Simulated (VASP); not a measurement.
Consider the following.

```
SnO
1.0
    2.69662    -2.69676     0.00000
    2.69662     2.69676     0.00000
    0.00000     0.00000     9.85228
Sn O
4 4
Cartesian
  2.69662  -1.32305   8.54073
  2.69662   1.32305   1.31155
  2.69662  -1.37371   3.61459
  2.69662   1.37371   6.23769
  1.34831  -0.02584   2.46307
  4.04494   0.02584   7.38921
  1.34831   0.02584   7.38921
  4.04494  -0.02584   2.46307
```

The numbers are results of r2SCAN meta-GGA, VASP's PBE PAW potentials (set 64) (plane waves; VASP), not measurements. Run with 520 eV cut-off, 7×7×3 Γ-centred mesh, tetrahedra with Blöchl corrections, potentials Sn_d O.

Unless said otherwise, spin-orbit coupling is left out, though it shifts the bands of the heavy elements here.

**Question.** Give the energies of bands 33 to 46 at the high-symmetry points, in eV from the valence-band maximum.

**Answer.** 
```tsv
band	Γ	Y	C0	Z	A0	T	S	R
33	-3.83	-2.85	-2.85	-3.85	-2.85	-2.85	-5.20	-5.18
34	-3.54	-2.85	-2.85	-3.85	-2.85	-2.85	-5.20	-5.18
35	-3.53	-2.85	-2.85	-3.53	-2.85	-2.85	-5.17	-5.18
36	-3.52	-2.85	-2.85	-3.53	-2.85	-2.85	-5.17	-5.18
37	-3.52	-2.79	-2.79	-3.53	-2.46	-2.46	-2.87	-2.43
38	-3.22	-2.79	-2.79	-3.53	-2.46	-2.46	-2.87	-2.43
39	-2.49	-2.08	-2.08	-0.74	-2.45	-2.45	-1.96	-2.35
40	0.00	-2.07	-2.07	-0.74	-2.45	-2.45	-1.96	-2.35
41	1.99	0.34	0.34	1.95	1.17	1.17	2.72	3.00
42	2.35	0.34	0.34	1.95	1.17	1.17	2.72	3.00
43	3.27	2.55	2.55	3.84	1.17	1.17	3.39	3.08
44	3.27	2.56	2.56	3.84	1.17	1.17	3.39	3.08
45	3.87	4.22	4.22	3.84	5.39	5.39	5.76	5.94
46	4.44	4.23	4.23	3.84	5.39	5.39	5.76	5.94
```

The gap is indirect, 0.34 eV, from the valence maximum at Γ to the conduction minimum at Y.

The structure comes from a computed database's SnO entry (Cmce); how it stands against other phases isn't given here. It was relaxed first, which changed the volume by -6 %.
